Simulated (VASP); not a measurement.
Set up this calculation in VASP 6.6.1, as the native input.

```
Task                   : single point
Functional             : r2SCAN
Potentials or basis    : VASP PAW PBE potentials, release 64 (Cu, Mo_sv)
Cutoff                 : 520 eV
k mesh                 : 10 × 10 × 4
Occupations            : gaussian, width 0.1 eV
Spin                   : no spin polarisation
Further INCAR settings : ALGO = Normal; EDIFF = 1e-06; NBANDS = 45
```

The structure of Cu2Mo lies in POSCAR:

```
Cu2Mo
1.0
    3.1814600000      0.0000000000      0.0000000000
    0.0000000000      3.1814600000      0.0000000000
    0.0000000000      0.0000000000      8.1253600000
Cu Mo
4 2
Direct
    0.0000000000      0.5000000000      0.5794610000
    0.5000000000      0.0000000000      0.4205390000
    0.0000000000      0.5000000000      0.2703720000
    0.5000000000      0.0000000000      0.7296280000
    0.0000000000      0.5000000000      0.9199480000
    0.5000000000      0.0000000000      0.0800520000
```

The cell was built by a generator and needn't be a form met in nature.

These files were run (other wordings do the same):

INCAR

```
SYSTEM = Cu2Mo
ALGO = Normal ; EDIFF = 1E-6
ENCUT = 520 ; ISIF = 2
ISMEAR = 0 ; KPAR = 4
LASPH = .TRUE. ; LCHARG = .FALSE.
LMIXTAU = .TRUE. ; LREAL = .FALSE.
LWAVE = .FALSE. ; METAGGA = R2SCAN
NBANDS = 45 ; NELM = 150
PREC = Accurate ; SIGMA = 0.1
```

KPOINTS

```
k-points
0
G
  10 10 4
  0 0 0
```

Potentials or basis: VASP PAW PBE potentials, release 64 (Cu, Mo_sv).

Command:

```console
$ cat potpaw_PBE.64/Cu/POTCAR potpaw_PBE.64/Mo_sv/POTCAR > POTCAR
$ mpirun -np 4 vasp_std > vasp.out
```

It gave:

```yaml
Pressure: -4.4 GPa
Largest_force: 0.084 eV/Å
Band_gap_on_the_k_mesh: none (metal or under the smearing width)
```

Caveat: the PAW data sets were made with another functional, which shifts forces and pressure a little.

Wall time 2.6 min on 4 MPI ranks on Intel(R) Xeon(R) Platinum 8488C (Sapphire Rapids), on a shared host, peak memory 0.31 GiB a rank.
